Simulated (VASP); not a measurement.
Level of theory: PBEsol GGA, VASP's PBE PAW potentials (set 64) (plane waves; VASP).

A VASP calculation is set up with these files.

File KPOINTS:
```
Automatic mesh
0
Gamma
6 6 4
0 0 0
```

POSCAR:
```
TiO2
1
    2.6708944196    -2.6695957066    -0.0058375406
    2.6708944196     2.6695957066    -0.0058375406
   -2.6097072252     0.0000000000     4.7796844467
Ti O
2 4
Direct
  0.1281364665   0.8718635335   0.2500000000
  0.8718635335   0.1281364665   0.7500000000
  0.3307380716   0.0864095641   0.6646850458
  0.6692619284   0.9135904359   0.3353149542
  0.9135904359   0.6692619284   0.8353149542
  0.0864095641   0.3307380716   0.1646850458
```

**INCAR**
```
ALGO=Normal
EDIFF=1E-6
EDIFFG=-0.02
ENCUT=520
GGA=PS
IBRION=2
ISIF=3
ISMEAR=0
LASPH=.True.
LCHARG=.False.
LMAXMIX=4
LREAL=.False.
LWAVE=.False.
NELM=100
NSW=60
PREC=Accurate
SIGMA=0.05
SYSTEM=TiO2
```

POTCAR, in this order: Ti_sv O (PBE.64 set). Program: vasp_std.

The run wrote:

**OSZICAR**
```
       N       E                     dE             d eps       ncg     rms          rms(c)
DAV:   1     0.689217167643E+03    0.68922E+03   -0.25498E+04  2632   0.201E+03
DAV:   2     0.472095467045E+02   -0.64201E+03   -0.62130E+03  2896   0.586E+02
DAV:   3    -0.658218692765E+02   -0.11303E+03   -0.11042E+03  4068   0.217E+02
DAV:   4    -0.721738919366E+02   -0.63520E+01   -0.63460E+01  3684   0.529E+01
DAV:   5    -0.724899560585E+02   -0.31606E+00   -0.31601E+00  3624   0.917E+00    0.331E+01
DAV:   6    -0.566971128934E+02    0.15793E+02   -0.11200E+02  3412   0.103E+02    0.121E+01
DAV:   7    -0.562993547349E+02    0.39776E+00   -0.15512E+01  3424   0.312E+01    0.826E+00
DAV:   8    -0.563510444283E+02   -0.51690E-01   -0.35197E+00  3296   0.182E+01    0.376E+00
DAV:   9    -0.562116743553E+02    0.13937E+00   -0.14465E+00  3480   0.110E+01    0.118E+00
DAV:  10    -0.562185221448E+02   -0.68478E-02   -0.11685E-01  3172   0.262E+00    0.345E-01
DAV:  11    -0.562166174885E+02    0.19047E-02   -0.15035E-02  3100   0.817E-01    0.580E-02
DAV:  12    -0.562167835206E+02   -0.16603E-03   -0.12324E-03  3808   0.333E-01    0.100E-01
DAV:  13    -0.562167035662E+02    0.79954E-04   -0.52183E-04  3624   0.189E-01    0.133E-02
DAV:  14    -0.562167072248E+02   -0.36587E-05   -0.20781E-05  3536   0.384E-02    0.765E-03
DAV:  15    -0.562167070319E+02    0.19296E-06   -0.22457E-06  2260   0.141E-02
   1 F= -.56216707E+02 E0= -.56216707E+02  d E =-.562167E+02
       N       E                     dE             d eps       ncg     rms          rms(c)
DAV:   1    -0.562192308294E+02   -0.25236E-02   -0.32380E-01  2664   0.520E+00    0.384E-01
DAV:   2    -0.562182394094E+02    0.99142E-03   -0.14788E-02  2796   0.111E+00    0.220E-01
DAV:   3    -0.562172330265E+02    0.10064E-02   -0.32193E-03  3072   0.527E-01    0.523E-02
DAV:   4    -0.562172301489E+02    0.28776E-05   -0.67037E-04  3716   0.218E-01    0.344E-02
DAV:   5    -0.562172265704E+02    0.35786E-05   -0.33933E-05  3384   0.579E-02    0.198E-02
DAV:   6    -0.562172255783E+02    0.99205E-06   -0.11220E-05  3920   0.333E-02    0.357E-03
DAV:   7    -0.562172256226E+02   -0.44317E-07   -0.70629E-07  1744   0.859E-03
   2 F= -.56217226E+02 E0= -.56217226E+02  d E =-.518591E-03
       N       E                     dE             d eps       ncg     rms          rms(c)
DAV:   1    -0.562173998653E+02   -0.17429E-03   -0.18943E-02  2664   0.126E+00    0.926E-02
DAV:   2    -0.562173416928E+02    0.58172E-04   -0.86232E-04  2772   0.268E-01    0.531E-02
DAV:   3    -0.562172825678E+02    0.59125E-04   -0.18476E-04  3080   0.128E-01    0.120E-02
DAV:   4    -0.562172829240E+02   -0.35627E-06   -0.37780E-05  3668   0.517E-02    0.821E-03
DAV:   5    -0.562172829188E+02    0.52660E-08   -0.15131E-06  1852   0.139E-02
   3 F= -.56217283E+02 E0= -.56217283E+02  d E =-.575887E-03
```

**OUTCAR**
```
------------------------ aborting loop because EDIFF is reached ----------------------------------------
  FORCE on cell =-STRESS in cart. coord.  units (eV):
  Direction    XX          YY          ZZ          XY          YZ          ZX
  --------------------------------------------------------------------------------------
  Total       -0.0874383     -0.0750301     -0.1012634      0.0000000      0.0000000     -0.0756698
  in kB       -2.0561633     -1.7643765     -2.3812692      0.0000000      0.0000000     -1.7794203
  external PRESSURE =      -2.0672697 kB  Pullay stress =       0.0000000 kB
  volume of cell :       68.13
      direct lattice vectors                 reciprocal lattice vectors
     2.669445164 -2.668528289 -0.008008690     0.187611782 -0.187369196  0.102309459
     2.669445164  2.668528289 -0.008008690     0.187611782  0.187369196  0.102309459
    -2.612153807  0.000000000  4.790083319     0.000627348  0.000000000  0.209106745
 POSITION                                       TOTAL-FORCE (eV/Angst)
 -----------------------------------------------------------------------------------
      2.01641      1.98505      1.18951         0.000000      0.017720     -0.000000
      0.71033     -1.98505      3.58455         0.000000     -0.017720     -0.000000
     -0.62268     -0.65235      3.18237         0.001781     -0.015301     -0.010101
      3.34941      0.65235      1.59170        -0.001781      0.015301      0.010101
      2.04334     -0.65235      3.98674        -0.001781     -0.015301      0.010101
      0.68340      0.65235      0.78733         0.001781      0.015301     -0.010101
 -----------------------------------------------------------------------------------
    total drift:                                0.000000      0.000000     -0.000000
  FREE ENERGIE OF THE ION-ELECTRON SYSTEM (eV)
  ---------------------------------------------------
  free  energy   TOTEN  =       -56.2172829188 eV

  energy  without entropy=      -56.2172829188  energy(sigma->0) =      -56.21728292

 reached required accuracy - stopping structural energy minimisation
```
(Selected blocks of OUTCAR.)

CONTCAR:
```
TiO2
   1.00000000000000
     2.6694451642967367   -2.6685282892500770   -0.0080086901967047
     2.6694451642967367    2.6685282892500770   -0.0080086901967047
    -2.6121538070647046    0.0000000000000000    4.7900833194952108
  Ti              O
     2     4
Direct
     0.1280630848522457    0.8719369151477543    0.2500000000000000
     0.8719369151477543    0.1280630848522457    0.7500000000000000
     0.3309957699430594    0.0865348599218265    0.6650644364896269
     0.6690042300569407    0.9134651400781735    0.3349355635103730
     0.9134651400781735    0.6690042300569407    0.8349355635103731
     0.0865348599218265    0.3309957699430594    0.1650644364896270
```

The structure comes from a computed database's TiO2 entry (C2/c); how it stands against other phases isn't given here. This run relaxes it. Symmetry was kept, so distortions that lower it aren't found. The start is the result of an earlier pass.
